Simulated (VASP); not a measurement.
These are LDA (Ceperley-Alder, Perdew-Zunger), VASP's LDA PAW potentials (set 64) (plane waves; VASP) values and carry that method's errors.

A VASP calculation is set up with these files.

**KPOINTS**
```
k-points along high-symmetry lines
10
Line-mode
Reciprocal
  0.000000   0.000000   0.000000 ! GAMMA
 -0.000000   0.500000   0.000000 ! M

 -0.000000   0.500000   0.000000 ! M
 -0.333333   0.666667   0.000000 ! K

 -0.333333   0.666667   0.000000 ! K
  0.000000   0.000000   0.000000 ! GAMMA

  0.000000   0.000000   0.000000 ! GAMMA
  0.000000   0.000000   0.500000 ! A

  0.000000   0.000000   0.500000 ! A
 -0.000000   0.500000   0.500000 ! L

 -0.000000   0.500000   0.500000 ! L
 -0.333333   0.666667   0.500000 ! H

 -0.333333   0.666667   0.500000 ! H
  0.000000   0.000000   0.500000 ! A

 -0.000000   0.500000   0.500000 ! L
 -0.000000   0.500000   0.000000 ! M

 -0.333333   0.666667   0.500000 ! H
 -0.333333   0.666667   0.000000 ! K
```

### INCAR
```
! general
SYSTEM =Cd
PREC   =Accurate
ENCUT  =520
LREAL  =.False.
LASPH  =.True.
ICHARG =11

! electronic loop
EDIFF  =1E-7
NELM   =100
ALGO   =Normal
LMAXMIX=4

! smearing
ISMEAR =0
SIGMA  =0.05

! output
LWAVE  =.False.
LCHARG =.False.
LORBIT =11
```

### POSCAR
```
Cd
5.4287230
  0.2694661343  -0.4667290872   0.0000000000
  0.2694661343   0.4667290872   0.0000000000
  0.0000000000   0.0000000000   1.0000000309
Cd
2
Direct
  0.3333330000   0.6666670000   0.2500000000
  0.6666670000   0.3333330000   0.7500000000
```

POTCAR, in this order: Cd (LDA.64 set). Program: vasp_std. Read from the step before: CHGCAR.

The run wrote:

OSZICAR:
```
       N       E                     dE             d eps       ncg     rms          rms(c)
DAV:   1     0.173244821799E+03    0.17324E+03   -0.13679E+04  2888   0.154E+03
DAV:   2     0.144939334198E+01   -0.17180E+03   -0.16786E+03  2976   0.384E+02
DAV:   3    -0.203544662131E+01   -0.34848E+01   -0.34739E+01  3528   0.649E+01
DAV:   4    -0.203970504491E+01   -0.42584E-02   -0.42583E-02  3360   0.205E+00
DAV:   5    -0.203971834636E+01   -0.13301E-04   -0.13301E-04  3536   0.107E-01
DAV:   6    -0.203971841178E+01   -0.65423E-07   -0.65656E-07  3392   0.649E-03
   1 F= -.20397184E+01 E0= -.20376548E+01  d E =-.412726E-02
```

OUTCAR:
```
 val. band max:        3.4336882869   @ k =  -0.2593   0.6296   0.5000

 cond. band min:       3.4480494028   @ k =  -0.0370   0.5185   0.5000



 k-point     1 :       0.0000    0.0000    0.0000
  band No.  band energies     occupation
      1      -6.8892      2.00000
      2      -6.5715      2.00000
      3      -6.1224      2.00000
      4      -6.1224      2.00000
      5      -6.1100      2.00000
      6      -6.0563      2.00000
      7      -6.0563      2.00000
      8      -5.5452      2.00000
      9      -5.5452      2.00000
     10      -5.2222      2.00000
     11      -5.2222      2.00000
     12      -0.0498      2.00000
     13       0.4332      2.00000
     14      14.6411      0.00000
     15      17.9625      0.00000
     16      18.5218      0.00000

 k-point     2 :       0.0000    0.0556    0.0000
  band No.  band energies     occupation
      1      -6.8520      2.00000
      2      -6.5223      2.00000
      3      -6.1450      2.00000
      4      -6.0900      2.00000
      5      -6.0795      2.00000
      6      -6.0392      2.00000
      7      -6.0252      2.00000
      8      -5.5718      2.00000
      9      -5.5575      2.00000
     10      -5.2748      2.00000
     11      -5.2208      2.00000
     12       0.0870      2.00000
     13       0.4752      2.00000
     14      14.7499      0.00000
     15      16.8979      0.00000
     16      17.8075      0.00000

 k-point     3 :       0.0000    0.1111    0.0000
  band No.  band energies     occupation
      1      -6.7557      2.00000
      2      -6.4249      2.00000
      3      -6.1843      2.00000
      4      -6.1024      2.00000
      5      -5.9958      2.00000
      6      -5.9347      2.00000
      7      -5.8381      2.00000
      8      -5.6565      2.00000
      9      -5.5915      2.00000
     10      -5.4054      2.00000
     11      -5.2182      2.00000
     12       0.4772      2.00000
     13       0.6066      2.00000
     14      14.7627      0.00000
...
```

The density is held fixed in this step, so its total energy and stress have no physical meaning.

The compound is Cd in the hcp structure. It was relaxed first, which changed the volume by -7 %.
